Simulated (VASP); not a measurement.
# Ge3As2 (P6_3/mmc) in VASP: single point with PBE

Aim: the single point of Ge3As2 with PBE.

Everything below comes from runs of VASP 6.6.1. Logs are shortened: lines on timing, memory, paths and dates and some standing lists are left out, and cuts for length are marked.

**1. The cell of the first run**

The structure is hexagonal, space group P6_3/mmc (No. 194). Conventional cell: a = 3.596 Å, b = 3.596 Å, c = 16.720 Å, α = 90.00°, β = 90.00°, γ = 120.00°. Ge (site symmetry -3m) is surrounded by 6 As at 2.50 Å and 2 Ge at 2.79 Å. Ge (site symmetry 3m) has 3 As at 2.50 Å and 2 Ge at 2.79 Å as nearest neighbours. Around As (site symmetry 3m) lie 6 Ge at 2.50 Å.

The cell was built by a generator and needn't be a form met in nature.

**2. Single point, PBE (ordered vacancies on the anion sites of nickel arsenide (P6_3/mmc, No. 194))**

INCAR

```
SYSTEM = Ge3As2
ALGO = Fast
EDIFF = 1E-6
ENCUT = 520
GGA = PE
ISIF = 2
ISMEAR = 0
LASPH = .TRUE.
LCHARG = .TRUE.
LELF = .TRUE.
LREAL = .FALSE.
LVHAR = .TRUE.
LWAVE = .FALSE.
NBANDS = 63
NELM = 100
PREC = Accurate
SIGMA = 0.1
```

KPOINTS

```
k-points
0
G
  6 6 1
  0 0 0
```

POSCAR

```
Ge3As2
1.0
    3.5956834500      0.0000000000      0.0000000000
   -1.7978417300      3.1139532100      0.0000000000
    0.0000000000      0.0000000000     16.7199280600
Ge As
6 4
Direct
    0.0000000000      0.0000000000      0.0000000000
    0.0000000000      0.0000000000      0.3333333300
    0.0000000000      0.0000000000      0.6666666700
    0.0000000000      0.0000000000      0.1666666700
    0.0000000000      0.0000000000      0.5000000000
    0.0000000000      0.0000000000      0.8333333300
    0.3333333300      0.6666666700      0.0833333300
    0.3333333300      0.6666666700      0.4166666700
    0.6666666700      0.3333333300      0.5833333300
    0.6666666700      0.3333333300      0.9166666700
```

Potentials or basis: VASP PAW PBE potentials, release 64 (Ge_d, As).

The run is started by

```bash
$ cat potpaw_PBE.64/Ge_d/POTCAR potpaw_PBE.64/As/POTCAR > POTCAR
$ mpirun -np 1 vasp_std > vasp.out
```

OUTCAR:

```text
SYSTEM = Ge3As2
   EDIFF = 1E-6
   ENCUT = 520
   GGA = PE
   ISIF = 2
   ISMEAR = 0
   LASPH = .TRUE.
   LREAL = .FALSE.
   NELM = 100
   PREC = Accurate

 ion  position               nearest neighbor table
   1  0.000  0.000  0.000-   7 2.50  10 2.50  10 2.50   7 2.50  10 2.50   7 2.50   4 2.79   6 2.79

   2  0.000  0.000  0.333-   8 2.50   8 2.50   8 2.50   4 2.79   5 2.79
   3  0.000  0.000  0.667-   9 2.50   9 2.50   9 2.50   6 2.79   5 2.79
   4  0.000  0.000  0.167-   7 2.50   7 2.50   7 2.50   2 2.79   1 2.79
   5  0.000  0.000  0.500-   8 2.50   9 2.50   9 2.50   8 2.50   9 2.50   8 2.50   2 2.79   3 2.79

   6  0.000  0.000  0.833-  10 2.50  10 2.50  10 2.50   3 2.79   1 2.79
   7  0.333  0.667  0.083-   1 2.50   1 2.50   1 2.50   4 2.50   4 2.50   4 2.50
   8  0.333  0.667  0.417-   5 2.50   5 2.50   5 2.50   2 2.50   2 2.50   2 2.50
   9  0.667  0.333  0.583-   5 2.50   5 2.50   5 2.50   3 2.50   3 2.50   3 2.50
  10  0.667  0.333  0.917-   1 2.50   1 2.50   1 2.50   6 2.50   6 2.50   6 2.50

  LATTYP: Found a hexagonal cell.
 ALAT       =     3.5956834500
 C/A-ratio  =     4.6500000049

  Lattice vectors:

 A1 = (   3.5956834500,   0.0000000000,   0.0000000000)
 A2 = (  -1.7978417300,   3.1139532100,   0.0000000000)
 A3 = (   0.0000000000,   0.0000000000,  16.7199280600)

Analysis of symmetry for initial positions (statically):
=====================================================================
 Subroutine PRICEL returns:
 Original cell was already a primitive cell.

 Routine SETGRP: Setting up the symmetry group for a
 hexagonal supercell.

 Subroutine GETGRP returns: Found 24 space group operations
 (whereof 12 operations were pure point group operations)
 out of a pool of 24 trial point group operations.

The static configuration has the point symmetry D_3d.
 The point group associated with its full space group is D_6h.

Analysis of symmetry for dynamics (positions and initial velocities):
=====================================================================
 Subroutine PRICEL returns:
 Original cell was already a primitive cell.

 Routine SETGRP: Setting up the symmetry group for a
 hexagonal supercell.

 Subroutine GETGRP returns: Found 24 space group operations
 (whereof 12 operations were pure point group operations)
 out of a pool of 24 trial point group operations.

The dynamic configuration has the point symmetry D_3d.
 The point group associated with its full space group is D_6h.

[... 106 lines left out ...]
   PSTRESS=    0.0 pullay stress
   NELECT =     104.0000    total number of electrons
   NUPDOWN=      -1.0000    fix difference up-down
   EMIN   =  10.00;   EMAX   =-10.00  energy-range for DOS
   EFERMI =   0.00;   METHOD = LEGACY
   ISMEAR =     0;   SIGMA  =   0.10  broadening in eV -4-tet -1-fermi 0-gaus
   EFERMI_NEDOS =   21; number of points for ismear=-14 and -15
   IALGO  =     68    algorithm
   IMIX   =      4    mixing-type and parameters
     AMIX     =   0.40;   BMIX     =  1.00
     AMIX_MAG =   1.60;   BMIX_MAG =  1.00
  volume/ion in A,a.u.               =      18.72       126.34
  Fermi-wavevector in a.u.,A,eV,Ry     =   1.345788  2.543170 24.642126  1.811145
  Thomas-Fermi vector in A             =   2.473673
   LORBIT       =      0    0 simple, 1 ext, 2 COOP (PROOUT), +10 PAW based schemes
   GGA     = PE    functional components
   LHFCALC =     F    Hartree Fock is set to
   AEXX    =    0.0000 exact exchange contribution
   IVDW    =     0    specifies the selected vdW correction
   LEPSILON=     F    determine dielectric tensor
   LRPA    =     F    only Hartree local field effects (RPA)
 non-spin polarized calculation
 RMM-DIIS sequential band-by-band and
 Gauss-broadening in eV      SIGMA  =   0.10
  energy-cutoff  :      520.00
  volume of cell :      187.21
 maximum number of plane-waves:      5079
 NGX is ok and might be reduce to    28
   NGX = 13   NGY = 13   NGZ = 63

 number of electron     103.9999953 magnetization

 Free energy of the ion-electron system (eV)
  ---------------------------------------------------
  ext. energy  EPLUGINS =         0.00000000
  ---------------------------------------------------
  free energy    TOTEN  =       -39.94982585 eV

  energy without entropy =      -39.91497367  energy(sigma->0) =      -39.93239976

 E-fermi :   7.3491     XC(G=0): -10.8087

 val. band max:        7.3426589899   @ k =   0.1667  -0.0000   0.0000
 cond. band min:       7.3928165563   @ k =   0.5000   0.0000   0.0000
 fundamental gap:      0.0501575665
 Fermi energy:         7.3490692100

 k-point     1 :       0.0000    0.0000    0.0000
  band No.  band energies     occupation
      1     -18.2027      2.00000
      2     -18.1960      2.00000
      3     -18.1778      2.00000
      4     -18.1778      2.00000
      5     -18.1775      2.00000
      6     -18.1775      2.00000
[... 451 lines left out ...]
     62      12.4042      0.00000
     63      12.6636      0.00000

------------------------ aborting loop because EDIFF is reached ----------------------------------------

  FORCE on cell =-STRESS in cart. coord.  units (eV):
  Direction    XX          YY          ZZ          XY          YZ          ZX
  --------------------------------------------------------------------------------------
  -------------------------------------------------------------------------------------
  Total       25.9530910     25.9530910     28.1344653     -0.0000000      0.0000000     -0.0000000
  in kB      222.1118523    222.1118521    240.7804993     -0.0000004      0.0000000     -0.0000000
  external PRESSURE =     228.3347345 kB  Pullay stress =       0.0000000 kB

 VOLUME and BASIS-vectors are now :
 -----------------------------------------------------------------------------
  energy-cutoff  :      520.00
  volume of cell :      187.21
      direct lattice vectors                 reciprocal lattice vectors
     3.595683450  0.000000000  0.000000000     0.278111245  0.160567603  0.000000000
    -1.797841730  3.113953210  0.000000000     0.000000000  0.321135204  0.000000000
     0.000000000  0.000000000 16.719928060     0.000000000  0.000000000  0.059808870

 POSITION                                       TOTAL-FORCE (eV/Angst)
 -----------------------------------------------------------------------------------
      0.00000      0.00000      0.00000         0.000000     -0.000000     -0.000000
      0.00000      0.00000      5.57331         0.000000     -0.000000     -2.251612
      0.00000      0.00000     11.14662        -0.000000      0.000000      2.251612
      0.00000      0.00000      2.78665         0.000000     -0.000000      2.251612
      0.00000      0.00000      8.35996         0.000000     -0.000000     -0.000000
      0.00000      0.00000     13.93327        -0.000000     -0.000000     -2.251612
     -0.00000      2.07597      1.39333         0.000000     -0.000000      1.301741
     -0.00000      2.07597      6.96664        -0.000000     -0.000000     -1.301741
      1.79784      1.03798      9.75329        -0.000000      0.000000      1.301741
      1.79784      1.03798     15.32660        -0.000000      0.000000     -1.301741
 -----------------------------------------------------------------------------------
    total drift:                               -0.000025      0.000015     -0.000007

  FREE ENERGIE OF THE ION-ELECTRON SYSTEM (eV)
  ---------------------------------------------------
  free  energy   TOTEN  =       -39.9498258519 eV

  energy  without entropy=      -39.9149736666  energy(sigma->0) =      -39.93239976
```

It took 95 s on 1 thread of Intel Xeon Platinum 8375C at 2.90GHz (Ice Lake), shared host; peak memory 0.32 GiB.

What came out:

| Quantity | Value |
| --- | --- |
| Free energy | -39.9498 eV |
| Pressure | 22.8 GPa |
| Largest force | 2.252 eV/Å |
| Band gap on the k mesh | none (metal or under the smearing width) |

Forces on the atoms (eV/Å):
```
Ge   0.000  0.000  0.000
Ge   0.000  0.000 -2.252
Ge   0.000  0.000  2.252
Ge   0.000  0.000  2.252
Ge   0.000  0.000  0.000
Ge   0.000  0.000 -2.252
As   0.000  0.000  1.302
As   0.000  0.000 -1.302
As   0.000  0.000  1.302
As   0.000  0.000 -1.302
```

Stress tensor (GPa, compression positive):
```
22.21  0.00  0.00
 0.00 22.21  0.00
 0.00  0.00 24.08
```

Caveat: the k mesh is coarse (spacing up to 0.38 Å⁻¹), so the values aren't converged; so large a pressure means that the cell lies far from this level's equilibrium, or that cutoff or potentials fall short; forces of over 1 eV/Å show positions far from the minimum, so gaps and moduli don't describe the material at rest.
